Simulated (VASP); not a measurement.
Given:

```
GaSe
1.0
    3.74333     0.00000     0.00000
   -1.87166     3.24182     0.00000
    0.00000     0.00000    16.15804
Ga Se
4 4
Direct
  0.33333   0.66667   0.17483
  0.66667   0.33333   0.67483
  0.66667   0.33333   0.82517
  0.33333   0.66667   0.32517
  0.33333   0.66667   0.60211
  0.66667   0.33333   0.10211
  0.66667   0.33333   0.39789
  0.33333   0.66667   0.89789
```

The numbers are results of PBEsol GGA, VASP's PBE PAW potentials (set 64) (plane waves; VASP), not measurements. Numerical set-up: 400 eV cut-off, 15×15×4 Γ-centred mesh, Gaussian smearing of 0.010 eV, potentials Ga_d Se.

Without a dispersion term in the relaxation, distances and binding between the weakly bound layers, chains or molecules are unreliable, and so is what depends on them.

Task: Give the direction-averaged independent-particle dielectric function (no local fields, no excitons; a broadening of 0.1 eV leaves a tail below the gap, and fine structure carries the noise of the k-mesh).

Result: 
```json
[
 {"ħω (eV)": "0.00", "ε₁": "8.91", "ε₂": "0.00"},
 {"ħω (eV)": "0.30", "ε₁": "8.96", "ε₂": "0.03"},
 {"ħω (eV)": "0.60", "ε₁": "9.12", "ε₂": "0.08"},
 {"ħω (eV)": "0.90", "ε₁": "9.41", "ε₂": "0.25"},
 {"ħω (eV)": "1.20", "ε₁": "9.66", "ε₂": "0.28"},
 {"ħω (eV)": "1.50", "ε₁": "9.80", "ε₂": "0.75"},
 {"ħω (eV)": "1.80", "ε₁": "10.46", "ε₂": "0.89"},
 {"ħω (eV)": "2.10", "ε₁": "11.20", "ε₂": "1.10"},
 {"ħω (eV)": "2.40", "ε₁": "12.07", "ε₂": "1.54"},
 {"ħω (eV)": "2.70", "ε₁": "13.96", "ε₂": "2.93"},
 {"ħω (eV)": "3.00", "ε₁": "14.49", "ε₂": "5.11"},
 {"ħω (eV)": "3.30", "ε₁": "14.46", "ε₂": "7.38"},
 {"ħω (eV)": "3.60", "ε₁": "14.40", "ε₂": "10.52"},
 {"ħω (eV)": "3.90", "ε₁": "13.33", "ε₂": "15.48"},
 {"ħω (eV)": "4.20", "ε₁": "8.11", "ε₂": "18.32"},
 {"ħω (eV)": "4.50", "ε₁": "1.17", "ε₂": "18.64"},
 {"ħω (eV)": "4.80", "ε₁": "-2.47", "ε₂": "11.60"},
 {"ħω (eV)": "5.10", "ε₁": "0.11", "ε₂": "8.77"},
 {"ħω (eV)": "5.40", "ε₁": "0.36", "ε₂": "9.63"},
 {"ħω (eV)": "5.70", "ε₁": "-0.92", "ε₂": "8.98"},
 {"ħω (eV)": "6.00", "ε₁": "-0.35", "ε₂": "8.20"},
 {"ħω (eV)": "6.30", "ε₁": "-0.30", "ε₂": "9.03"},
 {"ħω (eV)": "6.60", "ε₁": "-2.86", "ε₂": "9.43"},
 {"ħω (eV)": "6.90", "ε₁": "-4.69", "ε₂": "7.09"}
]
```
ε₂ peaks at 4.4 eV (height 18.7); ε₁(0) averages 8.91, so the electronic refractive index below the gap tends to √8.91 = 2.99.

The structure was generated: GaSe was put into the beta-GaS type (P6_3/mmc), a phase also known from measurement. It was relaxed first, which changed the volume by +9 %.
